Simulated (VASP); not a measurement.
Given:

```yaml
crystal:
  lattice:
    - [1.25500, -2.17372, 0.00000]
    - [1.25500, 2.17372, 0.00000]
    - [0.00000, 0.00000, 4.07000]
  atoms:
    - { symbol: Co, position: [0.33333, 0.66667, 0.25000], spin: 1.8 }
    - { symbol: Co, position: [0.66667, 0.33333, 0.75000], spin: 1.8 }
```

Calculation: PBE GGA, VASP's PBE PAW potentials (set 64) (plane waves; VASP). Run with 400 eV cut-off, KSPACING 0.6 per Å, first-order Methfessel-Paxton smearing of 0.10 eV, potentials Co.

**Question.** Give the stress tensor in GPa (positive for a compressed cell).

**Answer.** 
```
-1.36   0.00   0.00
 0.00  -1.36   0.00
 0.00   0.00  -7.39
```
The pressure is its mean diagonal, -3.37 GPa.

The compound is Co in the hcp structure. The cell was not relaxed at this level. The run is one of a series of settings (KGAMMA = .TRUE., KSPACING = 0.6, KPOINTS file removed against the base run), some of them coarse on purpose.
